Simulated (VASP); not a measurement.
Calculation: PBEsol GGA, VASP's PBE PAW potentials (set 64) (plane waves; VASP).

Input for VASP

**INCAR**
```
# general
SYSTEM  =  C
PREC    =  Accurate
ENCUT   =  600
LREAL   =  .FALSE.
LASPH   =  .TRUE.

# electronic loop
EDIFF   =  1E-7
NELM    =  100
ALGO    =  Normal

# smearing
ISMEAR  =  0
SIGMA   =  0.05

# functional
GGA     =  PS

# ions
ISIF    =  2

# output
LWAVE   =  .FALSE.
LCHARG  =  .FALSE.
```

**KPOINTS**
```
Regular mesh
0
G
 12 12 12
```

**POSCAR**
```
C
1
    0.0000000000     1.7694380926     1.7694380926
    1.7694380926     0.0000000000     1.7694380926
    1.7694380926     1.7694380926     0.0000000000
C
2
Direct
  0.0000000000   0.0000000000   0.0000000000
  0.2500000000   0.2500000000   0.2500000000
```

POTCAR, in this order: C (PBE.64 set). Program: vasp_std.

**Question.** What will the output report for the number of irreducible k-points (NKPTS), number of bands (NBANDS), largest plane-wave count, number of space-group operations, FFT grid (NGX, NGY, NGZ)?

**Answer.** 
- number of irreducible k-points (NKPTS) = 72
- number of bands (NBANDS) = 8
- largest plane-wave count = 380
- number of space-group operations = 48
- FFT grid (NGX, NGY, NGZ) = 20 × 20 × 20

The compound is C in the diamond structure. This cell was strained or had an atom moved on purpose.
